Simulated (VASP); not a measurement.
OSZICAR of a VASP run on WS2:

File OSZICAR:
```
       N       E                     dE             d eps       ncg     rms          rms(c)
DAV:   1     0.107330618835E+03    0.10733E+03   -0.11380E+04  1008   0.110E+03
DAV:   2    -0.662282039877E+02   -0.17356E+03   -0.17115E+03  1093   0.275E+02
DAV:   3    -0.773926125204E+02   -0.11164E+02   -0.11120E+02  1130   0.696E+01
DAV:   4    -0.775734586120E+02   -0.18085E+00   -0.18057E+00  1123   0.963E+00
DAV:   5    -0.775779116355E+02   -0.44530E-02   -0.44494E-02  1116   0.151E+00    0.283E+01
DAV:   6    -0.744663335421E+02    0.31116E+01   -0.66156E+00   962   0.235E+01    0.115E+01
DAV:   7    -0.718303801494E+02    0.26360E+01   -0.17254E+00  1018   0.823E+00    0.373E+00
DAV:   8    -0.724301638531E+02   -0.59978E+00   -0.50458E-01   984   0.597E+00    0.206E+00
DAV:   9    -0.711950394653E+02    0.12351E+01   -0.82384E-02   868   0.285E+00    0.896E-01
DAV:  10    -0.706098986530E+02    0.58514E+00   -0.56827E-02   831   0.219E+00    0.268E-01
DAV:  11    -0.702332147534E+02    0.37668E+00   -0.45310E-02   833   0.186E+00    0.178E-01
DAV:  12    -0.701301799478E+02    0.10303E+00   -0.80112E-03   864   0.869E-01    0.969E-02
DAV:  13    -0.700548442241E+02    0.75336E-01   -0.25291E-02   818   0.151E+00    0.102E-01
DAV:  14    -0.700539391535E+02    0.90507E-03   -0.85372E-02   970   0.224E+00    0.168E-01
DAV:  15    -0.700563924387E+02   -0.24533E-02   -0.24908E-03   883   0.423E-01    0.152E-01
DAV:  16    -0.700550140155E+02    0.13784E-02   -0.16027E-02   816   0.108E+00    0.129E-01
DAV:  17    -0.700516101458E+02    0.34039E-02   -0.61405E-03   816   0.675E-01    0.114E-01
DAV:  18    -0.700446466067E+02    0.69635E-02   -0.45280E-02   884   0.161E+00    0.196E-01
DAV:  19    -0.700403605697E+02    0.42860E-02   -0.93766E-03  1002   0.770E-01    0.218E-01
DAV:  20    -0.700567843838E+02   -0.16424E-01   -0.12685E-02   978   0.845E-01    0.241E-01
DAV:  21    -0.700345092860E+02    0.22275E-01   -0.16680E-02   880   0.989E-01    0.193E-01
DAV:  22    -0.700357833677E+02   -0.12741E-02   -0.31140E-04  1046   0.124E-01    0.229E-01
DAV:  23    -0.700354005041E+02    0.38286E-03   -0.33363E-05   964   0.437E-02    0.255E-01
DAV:  24    -0.700354044062E+02   -0.39022E-05   -0.40654E-06   875   0.140E-02    0.247E-01
DAV:  25    -0.700352831686E+02    0.12124E-03   -0.12104E-04  1020   0.735E-02    0.174E-01
DAV:  26    -0.700375318891E+02   -0.22487E-02   -0.66200E-04   816   0.153E-01    0.917E-02
DAV:  27    -0.700382200294E+02   -0.68814E-03   -0.93948E-05  1006   0.841E-02    0.993E-02
DAV:  28    -0.700391236044E+02   -0.90357E-03   -0.84578E-05   816   0.663E-02    0.800E-02
DAV:  29    -0.700390616109E+02    0.61994E-04   -0.13537E-04   834   0.861E-02    0.436E-02
DAV:  30    -0.700401530812E+02   -0.10915E-02   -0.19575E-04   816   0.984E-02    0.296E-02
DAV:  31    -0.700408532928E+02   -0.70021E-03   -0.28250E-04   972   0.122E-01    0.187E-02
DAV:  32    -0.700409233017E+02   -0.70009E-04   -0.87462E-05   996   0.774E-02    0.105E-02
DAV:  33    -0.700408074603E+02    0.11584E-03   -0.52269E-04   816   0.189E-01    0.114E-02
DAV:  34    -0.700406790812E+02    0.12838E-03   -0.14231E-04   816   0.123E-01    0.177E-02
DAV:  35    -0.700409826526E+02   -0.30357E-03   -0.37891E-04   816   0.144E-01    0.151E-02
DAV:  36    -0.700408729249E+02    0.10973E-03   -0.15349E-04   816   0.918E-02    0.129E-02
DAV:  37    -0.700408856966E+02   -0.12772E-04   -0.14569E-05   820   0.381E-02    0.735E-03
DAV:  38    -0.700409137282E+02   -0.28032E-04   -0.60114E-06   816   0.241E-02    0.579E-03
DAV:  39    -0.700409912948E+02   -0.77567E-04   -0.28774E-05   816   0.431E-02    0.309E-03
DAV:  40    -0.700409968961E+02   -0.56013E-05   -0.41202E-06   978   0.197E-02    0.962E-04
DAV:  41    -0.700409929858E+02    0.39103E-05   -0.10037E-06   816   0.110E-02    0.620E-04
DAV:  42    -0.700409975863E+02   -0.46005E-05   -0.66885E-07   816   0.849E-03    0.681E-04
DAV:  43    -0.700410029442E+02   -0.53579E-05   -0.14962E-06   820   0.111E-02    0.584E-04
DAV:  44    -0.700410026846E+02    0.25960E-06   -0.10467E-07   627   0.336E-03    0.510E-04
DAV:  45    -0.700410027865E+02   -0.10190E-06   -0.38335E-08   614   0.198E-03    0.336E-04
DAV:  46    -0.700410037482E+02   -0.96170E-06   -0.70965E-07   916   0.750E-03    0.174E-04
DAV:  47    -0.700410037430E+02    0.51873E-08   -0.27421E-08   628   0.165E-03
   1 F= -.70041004E+02 E0= -.70041004E+02  d E =0.000000E+00
       N       E                     dE             ncg
       N       E                     dE             ncg
       N       E                     dE             ncg
```

Which electronic solver shows in the log?

It is blocked Davidson (ALGO = Normal, or the opening steps of other solvers). The INCAR had ALGO = Normal.

Can the final energy be trusted as converged?

Self-consistency was reached. It stopped with EDIFF = 1E-7, NELM = 100 (r2SCAN meta-GGA, plane waves, VASP's PBE PAW potentials (set 64)). The cell holds a wide vacuum, so values per volume refer to the whole cell.

The cell is a sheet with vacuum, built from a database entry that may be metastable or hypothetical.
